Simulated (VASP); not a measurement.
CsP2H3N, 28 atoms in the cell. The typed cell holds 28 atoms: a = 7.026 Å, b = 13.352 Å, c = 6.741 Å, α = 90.00°, β = 106.19°, γ = 90.00°. The cell comes from a database or a generator and needn't be the stable form of this composition.

- Program: VASP 6.6.1
- Task: single point
- Functional: PBEsol
- Potentials or basis: VASP PAW PBE potentials, release 64 (Cs_sv, H, P, N)
- Cutoff: 520 eV
- k mesh: 1 × 1 × 2
- Occupations: fermi-dirac, width 0.05 eV
- Spin: no spin polarisation
- Dipole correction: no
- Further INCAR settings: LREAL = Auto; ALGO = Fast; EDIFF = 1e-06; NBANDS = 74

Potentials or basis: VASP PAW PBE potentials, release 64 (Cs_sv, H, P, N).

The run is started by

```sh
$ cat potpaw_PBE.64/Cs_sv/POTCAR potpaw_PBE.64/H/POTCAR potpaw_PBE.64/P/POTCAR potpaw_PBE.64/N/POTCAR > POTCAR
$ mpirun -np 1 vasp_std > vasp.out
```

Hardware: 1 thread of Intel(R) Xeon(R) 6975P-C (Granite Rapids), with other jobs on the host.

Q: Estimate the wall time of this run.

A: Wall time 80 s on 1 thread of Intel(R) Xeon(R) 6975P-C (Granite Rapids), on a shared host, peak memory 0.62 GiB. Counts: scf iterations 17, k points 2.
